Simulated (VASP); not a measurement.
Method: PBEsol GGA, VASP's PBE PAW potentials (set 64) (plane waves; VASP 6.6.1).

Input for VASP

POSCAR:
```
CrO2
1
    4.3922610790     0.0000000000     0.0000000000
    0.0000000000     4.3922610790     0.0000000000
    0.0000000000     0.0000000000     2.8934801373
Cr O
2 4
Direct
  0.0000000000   0.0000000000   0.0000000000
  0.5000000000   0.5000000000   0.5000000000
  0.3034300090   0.3034300090   0.0000000000
  0.8034300090   0.1965699910   0.5000000000
  0.1965699910   0.8034300090   0.5000000000
  0.6965699910   0.6965699910   0.0000000000
```

### KPOINTS
```
Automatic mesh
0
Gamma
8 8 12
0 0 0
```

INCAR:
```
SYSTEM = CrO2
PREC = Accurate
ENCUT = 520
EDIFF = 1E-7
NELM = 100
ALGO = Normal
LREAL = .FALSE.
LASPH = .TRUE.
ISMEAR = -5
GGA = PS
LMAXMIX = 4
ISPIN = 2
MAGMOM = 2.1 2.1 -0.1 -0.1 -0.1 -0.1
LORBIT = 11
LWAVE = .FALSE.
LCHARG = .TRUE.
NEDOS = 601
ISIF = 2
LEFG = .TRUE.
```

POTCAR, in this order: Cr_pv O (PBE.64 set). Program: vasp_std.

What VASP printed:

### OUTCAR
```
 ion  position               nearest neighbor table
   1  0.000  0.000  0.000-   3 1.88   6 1.88   5 1.89   4 1.89   4 1.89   5 1.89
   2  0.500  0.500  0.500-   4 1.88   5 1.88   3 1.89   6 1.89   3 1.89   6 1.89
   3  0.303  0.303  0.000-   1 1.88   2 1.89   2 1.89
   4  0.803  0.197  0.500-   2 1.88   1 1.89   1 1.89
   5  0.197  0.803  0.500-   2 1.88   1 1.89   1 1.89
   6  0.697  0.697  0.000-   1 1.88   2 1.89   2 1.89
  LATTYP: Found a simple tetragonal cell.
 ALAT       =     4.3922610790
 C/A-ratio  =     0.6587677930
 Subroutine PRICEL returns:
 Original cell was already a primitive cell.
 Subroutine GETGRP returns: Found 16 space group operations
The static configuration has the point symmetry D_2h.
 The point group associated with its full space group is D_4h.
The dynamic configuration has the point symmetry D_2h.
The overall configuration has the point symmetry D_2h.
 Subroutine INISYM returns: Found 16 space group operations
 Subroutine IBZKPT returns following result:
 Found    105 irreducible k-points:

 Following reciprocal coordinates:
            Coordinates               Weight
  0.000000  0.000000  0.000000      1.000000
  0.125000  0.000000  0.000000      4.000000
  0.250000  0.000000  0.000000      4.000000
  0.375000  0.000000  0.000000      4.000000
  0.500000  0.000000  0.000000      2.000000
  0.125000  0.125000  0.000000      4.000000
  0.250000  0.125000  0.000000      8.000000
  0.375000  0.125000  0.000000      8.000000
  0.500000  0.125000  0.000000      4.000000
  0.250000  0.250000  0.000000      4.000000
  0.375000  0.250000  0.000000      8.000000
  0.500000  0.250000  0.000000      4.000000
  0.375000  0.375000  0.000000      4.000000
  0.500000  0.375000  0.000000      4.000000
  0.500000  0.500000  0.000000      1.000000
  0.000000  0.000000  0.083333      2.000000
  0.125000  0.000000  0.083333      8.000000
  0.250000  0.000000  0.083333      8.000000
  0.375000  0.000000  0.083333      8.000000
  0.500000  0.000000  0.083333      4.000000
  0.125000  0.125000  0.083333      8.000000
  0.250000  0.125000  0.083333     16.000000
  0.375000  0.125000  0.083333     16.000000
  0.500000  0.125000  0.083333      8.000000
  0.250000  0.250000  0.083333      8.000000
  0.375000  0.250000  0.083333     16.000000
  0.500000  0.250000  0.083333      8.000000
  0.375000  0.375000  0.083333      8.000000
  0.500000  0.375000  0.083333      8.000000
  0.500000  0.500000  0.083333      2.000000
  0.000000  0.000000  0.166667      2.000000
  0.125000  0.000000  0.166667      8.000000
  0.250000  0.000000  0.166667      8.000000
  0.375000  0.000000  0.166667      8.000000
  0.500000  0.000000  0.166667      4.000000
  0.125000  0.125000  0.166667      8.000000
  0.250000  0.125000  0.166667     16.000000
  0.375000  0.125000  0.166667     16.000000
  0.500000  0.125000  0.166667      8.000000
  0.250000  0.250000  0.166667      8.000000
   k-points           NKPTS =    105   k-points in BZ     NKDIM =    105   number of bands    NBANDS=     30
   number of dos      NEDOS =    601   number of ions     NIONS =      6
   total plane-waves  NPLWV =  31104
   dimension x,y,z NGX =    36 NGY =   36 NGZ =   24
   dimension x,y,z NGXF=    72 NGYF=   72 NGZF=   48
   ions per type =               2   4
   PREC   = accura    normal or accurate (medium, high low for compatibility)
   ISTART =      0    job   : 0-new  1-cont  2-samecut
   ICHARG =      2    charge: 1-file 2-atom 10-const
   ISPIN  =      2    spin polarized calculation?
   LNONCOLLINEAR =      F non collinear calculations
   LSORBIT =      F    spin-orbit coupling
...
```

### OSZICAR
```
       N       E                     dE             d eps       ncg     rms          rms(c)
DAV:   1     0.610083460361E+03    0.61008E+03   -0.26655E+04 12608   0.179E+03
DAV:   2     0.431276515792E+01   -0.60577E+03   -0.57028E+03 13608   0.525E+02
DAV:   3    -0.662598178224E+02   -0.70573E+02   -0.69171E+02 15128   0.174E+02
DAV:   4    -0.681295751092E+02   -0.18698E+01   -0.18079E+01 14826   0.280E+01
DAV:   5    -0.681727697245E+02   -0.43195E-01   -0.43009E-01 15918   0.428E+00    0.432E+01
DAV:   6    -0.601480975245E+02    0.80247E+01   -0.14848E+02 14686   0.102E+02    0.353E+01
DAV:   7    -0.553522131473E+02    0.47959E+01   -0.96428E+01 15190   0.974E+01    0.192E+01
DAV:   8    -0.533089403573E+02    0.20433E+01   -0.69524E+00 14298   0.243E+01    0.657E+00
DAV:   9    -0.530347039729E+02    0.27424E+00   -0.16522E+00 16722   0.113E+01    0.213E+00
DAV:  10    -0.530423159152E+02   -0.76119E-02   -0.15860E-01 14112   0.367E+00    0.120E+00
DAV:  11    -0.530421475153E+02    0.16840E-03   -0.18376E-02 17052   0.124E+00    0.528E-01
DAV:  12    -0.530414874324E+02    0.66008E-03   -0.31195E-03 16848   0.552E-01    0.228E-01
DAV:  13    -0.530414146057E+02    0.72827E-04   -0.93971E-04 15608   0.312E-01    0.819E-02
DAV:  14    -0.530413841119E+02    0.30494E-04   -0.10408E-04 15268   0.763E-02    0.422E-02
DAV:  15    -0.530413825319E+02    0.15800E-05   -0.29328E-05 15498   0.372E-02    0.137E-02
DAV:  16    -0.530413827070E+02   -0.17504E-06   -0.18154E-06 15578   0.101E-02    0.603E-03
DAV:  17    -0.530413818737E+02    0.83331E-06   -0.94220E-07 14610   0.990E-03    0.208E-03
DAV:  18    -0.530413820434E+02   -0.16972E-06   -0.65615E-08  7776   0.225E-03    0.885E-04
DAV:  19    -0.530413820702E+02   -0.26869E-07   -0.11291E-08  7434   0.103E-03
   1 F= -.53041382E+02 E0= -.53041382E+02  d E =0.000000E+00  mag=     4.0000
```

OUTCAR:
```
------------------------ aborting loop because EDIFF is reached ----------------------------------------
  FORCE on cell =-STRESS in cart. coord.  units (eV):
  Direction    XX          YY          ZZ          XY          YZ          ZX
  --------------------------------------------------------------------------------------
  Total        0.0258978      0.0258978     -0.0520646      0.0000000      0.0000000      0.0000000
  in kB        0.7433223      0.7433223     -1.4943625      0.0000000      0.0000000      0.0000000
  external PRESSURE =      -0.0025726 kB  Pullay stress =       0.0000000 kB
  volume of cell :       55.82
      direct lattice vectors                 reciprocal lattice vectors
     4.392261079  0.000000000  0.000000000     0.227673169  0.000000000  0.000000000
     0.000000000  4.392261079  0.000000000     0.000000000  0.227673169  0.000000000
     0.000000000  0.000000000  2.893480137     0.000000000  0.000000000  0.345604584
 POSITION                                       TOTAL-FORCE (eV/Angst)
 -----------------------------------------------------------------------------------
      0.00000      0.00000      0.00000         0.000000      0.000000      0.000000
      2.19613      2.19613      1.44674         0.000000      0.000000      0.000000
      1.33274      1.33274      0.00000        -0.009965     -0.009965     -0.000000
      3.52887      0.86339      1.44674        -0.009965      0.009965      0.000000
      0.86339      3.52887      1.44674         0.009965     -0.009965     -0.000000
      3.05952      3.05952      0.00000         0.009965      0.009965      0.000000
 -----------------------------------------------------------------------------------
    total drift:                                0.000000      0.000000      0.000000
  FREE ENERGIE OF THE ION-ELECTRON SYSTEM (eV)
  ---------------------------------------------------
  free  energy   TOTEN  =       -53.0413820702 eV

  energy  without entropy=      -53.0413820702  energy(sigma->0) =      -53.04138207

 total charge

# of ion       s       p       d       tot
------------------------------------------
    1        0.371   6.495   4.074  10.940
    2        0.371   6.495   4.074  10.940
    3        1.567   3.457   0.000   5.024
    4        1.567   3.457   0.000   5.024
    5        1.567   3.457   0.000   5.024
    6        1.567   3.457   0.000   5.024
--------------------------------------------------
tot          7.010  26.816   8.148  41.975

 magnetization (x)

# of ion       s       p       d       tot
------------------------------------------
    1        0.021   0.033   2.013   2.066
    2        0.021   0.033   2.013   2.066
    3       -0.003  -0.061   0.000  -0.063
    4       -0.003  -0.061   0.000  -0.063
    5       -0.003  -0.061   0.000  -0.063
    6       -0.003  -0.061   0.000  -0.063
--------------------------------------------------
tot          0.030  -0.176   4.026   3.879
```
(Selected blocks of OUTCAR.)

For a metal the tetrahedron method with Blöchl corrections gives inexact stress and forces.

The compound is CrO2 in the rutile structure. It was relaxed first.
